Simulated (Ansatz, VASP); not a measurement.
## Ru (Ru(10-10)): VASP beside Ansatz

Aim: how closely do two programs agree when they are given the same cell, functional and k mesh? Valence electrons are named where the data sets of a main pair hold unlike numbers.

Program: Ansatz 0.2.0. Level of theory: plane waves, with VASP 6.6.1 beside it; single point at PBEsol. Results are calculated unless marked as measured.

## (1) The starting structure

The cell holds 12 atoms: 12 Ru. Its edges and angles: a = 2.687 Å, b = 4.231 Å, c = 27.410 Å, α = 90.0°, β = 90.0°, γ = 90.0°. It derives from Ru. As first built, before any earlier steps moved the atoms (in the runner's words): 12 layers of hcp Ru, cut at this functional's lattice. Vacuum lies along c.

## (2) VASP: single point, PBEsol

A single point gives forces, pressure and levels at one fixed geometry, so differences don't come from the geometry; what else differs is listed under the comparison.

Lines of VASP's logs that name or quote its potential files are left out, and so is its time.

The input, INCAR:

```
SYSTEM = Ru
PREC = Normal
ENCUT = 320
EDIFF = 1E-06
NELM = 120
ISMEAR = 1
SIGMA = 0.15
LREAL = .FALSE.
ALGO = Fast
GGA = PS
NBANDS = 60
LASPH = .TRUE.
LORBIT = 11
LWAVE = .FALSE.
LCHARG = .TRUE.
KPAR = 4
IDIPOL = 3
LDIPOL = .TRUE.
DIPOL = 0.5 0.5 0.5
LVHAR = .TRUE.
LVACPOTAV = .TRUE.
NEDOS = 1500
```

The input, POSCAR:

```
Ru
1.0
    2.6867522658      0.0000000000      0.0000000000
    0.0000000000      4.2307981876      0.0000000000
    0.0000000000      0.0000000000     27.4095771512
Ru
12
Direct
    0.0000000000      0.0000000000      0.2775725565
    0.5000000000      0.0000000000      0.3580062724
    0.5000000000      0.5000000000      0.3023681707
    0.0000000000      0.0000000000      0.4436096307
    0.0000000000      0.5000000000      0.3866001492
    0.5000000000      0.0000000000      0.5280636997
    0.5000000000      0.5000000000      0.4719363003
    0.0000000000      0.0000000000      0.6133998508
    0.0000000000      0.5000000000      0.5563903693
    0.5000000000      0.0000000000      0.6976318293
    0.5000000000      0.5000000000      0.6419937276
    0.0000000000      0.5000000000      0.7224274435
```

The input, KPOINTS:

```
Automatic mesh
0
Gamma
11 7 1
0 0 0
```

PAW data sets: Ru (PBE family, release 64).

Launch:

```console
mpirun -np 4 vasp_std
```

Numbers of over 12 decimals in the logs are rounded to 6 here.

What it wrote:

```text
[banner, memory and clock lines left out]
running    4 mpi-ranks, on    1 nodes
 distrk:  each k-point on    1 cores,    4 groups
 distr:  one band on    1 cores,    1 groups

 POSCAR found type information on POSCAR Ru
 POSCAR found :  1 types and      12 ions
|                                                                             |
|               ----> ADVICE to this user running VASP <----                  |
|                                                                             |
|     You enforced a specific xc type in the INCAR file but a different       |
|     [... a line on the potential file left out ...]
|     I HOPE YOU KNOW WHAT YOU ARE DOING!                                     |
|                                                                             |

 LDA part: xc-table for (Slater+PW92), standard interpolation
 POSCAR, INCAR and KPOINTS ok, starting setup
 FFT: planning ... GRIDC
 FFT: planning ... GRID_SOFT
 FFT: planning ... GRID
 WAVECAR not read
 entering main loop
       N       E                     dE             d eps       ncg     rms          rms(c)
DAV:   1     0.464277201346E+03    0.46428E+03   -0.33849E+04  2904   0.970E+02
DAV:   2    -0.873409505538E+02   -0.55162E+03   -0.51219E+03  3204   0.257E+02
DAV:   3    -0.125397248726E+03   -0.38056E+02   -0.36069E+02  4248   0.589E+01
DAV:   4    -0.127103163322E+03   -0.17059E+01   -0.16536E+01  3872   0.122E+01
DAV:   5    -0.127177631111E+03   -0.74468E-01   -0.73845E-01  4424   0.245E+00    0.464E+01
RMM:   6    -0.133804836891E+03   -0.66272E+01   -0.55260E+01  3640   0.235E+01    0.293E+01
RMM:   7    -0.215547916709E+03   -0.81743E+02   -0.18984E+02  4993   0.409E+01    0.520E+01
RMM:   8    -0.147372764169E+03    0.68175E+02   -0.47049E+01  3781   0.174E+01    0.336E+01
RMM:   9    -0.125883086341E+03    0.21490E+02   -0.26969E+01  3546   0.150E+01    0.226E+01
RMM:  10    -0.119505755084E+03    0.63773E+01   -0.31333E+01  3727   0.132E+01    0.114E+01
RMM:  11    -0.117817077536E+03    0.16887E+01   -0.44452E+00  3304   0.705E+00    0.745E+00
RMM:  12    -0.117880722005E+03   -0.63644E-01   -0.17292E+00  3705   0.309E+00    0.622E+00
RMM:  13    -0.117871546896E+03    0.91751E-02   -0.39815E-01  4355   0.131E+00    0.569E+00
RMM:  14    -0.117889216700E+03   -0.17670E-01   -0.62340E-02  4278   0.464E-01    0.581E+00
[...]
RMM:  29    -0.117528001325E+03   -0.29467E-04   -0.13762E-05  3374   0.114E-02    0.137E-02
RMM:  30    -0.117528030808E+03   -0.29483E-04   -0.51714E-06  2434   0.631E-03    0.753E-03
RMM:  31    -0.117528054710E+03   -0.23903E-04   -0.48790E-06  2447   0.607E-03    0.479E-03
RMM:  32    -0.117528071176E+03   -0.16465E-04   -0.10986E-06  1841   0.398E-03    0.325E-03
RMM:  33    -0.117528081908E+03   -0.10732E-04   -0.60886E-07  1784   0.247E-03    0.184E-03
RMM:  34    -0.117528085791E+03   -0.38839E-05   -0.27789E-07  1474   0.146E-03    0.231E-03
RMM:  35    -0.117528087503E+03   -0.17114E-05   -0.13949E-07  1034   0.109E-03    0.129E-03
RMM:  36    -0.117528087786E+03   -0.28274E-06   -0.74420E-08   919   0.101E-03
|                                                                             |
|           W    W    AA    RRRRR   N    N  II  N    N   GGGG   !!!           |
|           W    W   A  A   R    R  NN   N  II  NN   N  G    G  !!!           |
|           W    W  A    A  R    R  N N  N  II  N N  N  G       !!!           |
|           W WW W  AAAAAA  RRRRR   N  N N  II  N  N N  G  GGG   !            |
|           WW  WW  A    A  R   R   N   NN  II  N   NN  G    G                |
|           W    W  A    A  R    R  N    N  II  N    N   GGGG   !!!           |
|                                                                             |
|     Did not find any points to average over, which means that no vacuum     |
|     field-free region was found. Please increase the size of  your cell     |
|     in the dimension of the dipole correction to obtain accurate            |
|     workfunction values.                                                    |
|                                                                             |

   1 F= -.11752809E+03 E0= -.11752331E+03  d E =-.143248E-01
```

Parts of OUTCAR (step 2):

```text
ion  position               nearest neighbor table
   1  0.000  0.000  0.278-   2 2.58   2 2.58   3 2.60   3 2.60   3 2.60   3 2.60
   2  0.500  0.000  0.358-   1 2.58   1 2.58   3 2.61   3 2.61   5 2.63   5 2.63   5 2.63   5 2.63
                             4 2.70   4 2.70
   3  0.500  0.500  0.302-   1 2.60   1 2.60   1 2.60   1 2.60   2 2.61   2 2.61   5 2.67   5 2.67

  LATTYP: Found a simple orthorhombic cell.
 ALAT       =     2.6867522658
 B/A-ratio  =     1.5746886088
 C/A-ratio  =    10.2017508276

 Subroutine GETGRP returns: Found  8 space group operations
 (whereof  4 operations were pure point group operations)

The static configuration has the point symmetry C_2v.
 The point group associated with its full space group is D_2h.

 Found     24 irreducible k-points:

   k-points           NKPTS =     24   k-points in BZ     NKDIM =     24   number of bands    NBANDS=     60

   dimension x,y,z NGX =    12 NGY =   20 NGZ =  120
   dimension x,y,z NGXF=    24 NGYF=   40 NGZF=  240

   ENCUT  =  320.0 eV  23.52 Ry    4.85 a.u.   3.92  6.17 39.98*2*pi/ulx,y,z

   NELECT =      96.0000    total number of electrons

 k-points in reciprocal lattice and weights: Automatic mesh
   0.00000000  0.00000000  0.00000000       0.013
   0.09090909  0.00000000  0.00000000       0.026
   0.18181818  0.00000000  0.00000000       0.026
   0.27272727  0.00000000  0.00000000       0.026
   0.36363636  0.00000000  0.00000000       0.026
   0.45454545  0.00000000  0.00000000       0.026
   0.00000000  0.14285714  0.00000000       0.026
   0.09090909  0.14285714  0.00000000       0.052
   0.18181818  0.14285714  0.00000000       0.052
[...]
0.36363636  0.42857143  0.00000000       0.052
   0.45454545  0.42857143  0.00000000       0.052

 dipolmoment           0.000000      0.000000     -0.000000 electrons x Angstroem

 average (electrostatic) potential at core
       1 -63.9176       2 -64.3845       3 -64.1361       4 -64.1994       5 -64.2764
       6 -64.2330       7 -64.2330       8 -64.2764       9 -64.1994      10 -64.1361
      11 -64.3845      12 -63.9176

 E-fermi :   4.2218

 k-point     1 :       0.0000    0.0000    0.0000
  band No.  band energies     occupation
    ...
     48       3.1879      2.00000
     49       3.2695      2.00000
     50       3.3983      2.00000
     51       3.5979      2.00000
     52       4.1367      1.80942
     53       4.4513     -0.05255
     54       4.4850     -0.03244
     55       4.4916     -0.02893
     56       5.1186     -0.00000
     57       5.2254     -0.00000
    ...

 k-point     2 :       0.0909    0.0000    0.0000
  band No.  band energies     occupation
    ...
     49       3.2487      2.00000
     50       3.3296      2.00000
     51       4.0346      2.07076
     52       4.0576      2.06472
     53       4.2488      0.69985
     54       4.3481     -0.00030
     55       4.6565     -0.00033
     56       4.9362     -0.00000
     57       5.0530     -0.00000
     58       5.2797     -0.00000
    ...

 k-point     3 :       0.1818    0.0000    0.0000
  band No.  band energies     occupation
    ...
     49       3.5126      2.00000
     50       3.7553      2.00010
     51       4.1584      1.64916
     52       4.1868      1.38314
     53       4.2131      1.09786
     54       4.2903      0.30904
     55       4.8290     -0.00000
     56       4.9433     -0.00000
     57       4.9659     -0.00000
     58       5.5060     -0.00000
    ...

  Total       -5.8674867     -2.9060310     -0.4466137      0.0000000      0.0000000      0.0000000
  in kB      -30.1724395    -14.9437144     -2.2966262      0.0000000      0.0000000      0.0000000
  external PRESSURE =     -15.8042600 kB  Pullay stress =       0.0000000 kB

  energy-cutoff  :      320.00
  volume of cell :      311.57
      direct lattice vectors                 reciprocal lattice vectors
     2.686752266  0.000000000  0.000000000     0.372196578  0.000000000  0.000000000
     0.000000000  4.230798188  0.000000000     0.000000000  0.236362019  0.000000000
     0.000000000  0.000000000 27.409577151     0.000000000  0.000000000  0.036483598

 POSITION                                       TOTAL-FORCE (eV/Angst)
 -----------------------------------------------------------------------------------
      0.00000      0.00000      7.60815         0.000000      0.000000     -0.002670
      1.34338      0.00000      9.81280         0.000000      0.000000     -0.002272
      1.34338      2.11540      8.28778         0.000000      0.000000      0.001585
      0.00000      0.00000     12.15915         0.000000      0.000000      0.016789
      0.00000      2.11540     10.59655         0.000000      0.000000     -0.007213
      1.34338      0.00000     14.47400         0.000000      0.000000      0.013410
      1.34338      2.11540     12.93557         0.000000      0.000000     -0.013410
      0.00000      0.00000     16.81303         0.000000      0.000000      0.007213
      0.00000      2.11540     15.25042         0.000000      0.000000     -0.016789
      1.34338      0.00000     19.12179         0.000000      0.000000     -0.001585
      1.34338      2.11540     17.59678         0.000000      0.000000      0.002272
      0.00000      2.11540     19.80143         0.000000      0.000000      0.002670
 -----------------------------------------------------------------------------------
    total drift:                                0.000000      0.000000     -0.000000

  FREE ENERGIE OF THE ION-ELECTRON SYSTEM (eV)
  ---------------------------------------------------
  free  energy   TOTEN  =      -117.5280877856 eV

  energy  without entropy=     -117.5137630329  energy(sigma->0) =     -117.52331287

 vacuum level on the upper side and lower side of the slab         9.137         9.137

 total charge
# of ion       s       p       d       tot
------------------------------------------
    1        0.625   0.596   6.614   7.835
    2        0.664   0.865   6.656   8.186
    3        0.655   0.735   6.607   7.997
    4        0.651   0.851   6.643   8.145
    5        0.643   0.848   6.644   8.135
    6        0.653   0.858   6.640   8.151
    7        0.653   0.858   6.640   8.151
    8        0.643   0.848   6.644   8.135
    9        0.651   0.851   6.643   8.145
   10        0.655   0.735   6.607   7.997
   11        0.664   0.865   6.656   8.186
   12        0.625   0.596   6.614   7.835
--------------------------------------------------
tot          7.785   9.506  79.606  96.897

[... 3 further parts left out ...]
```

The PAW data sets were made with PBE, which is usual practice but a small mismatch for other functionals.

(Continued in part 2 of 2.)

[Lines on the potential files, build, host, timing and source positions are cut from VASP's logs without a mark.]

[Logs are printed without paths, hosts, clocks, repeated set-up lines and the standing remarks that a program may print on its own settings, such as how far it seeks lower states.]

[Hosts, paths, dates, database ids (printed as entryN), source tags and the programs' standing remarks are cut or masked in the printed files.]
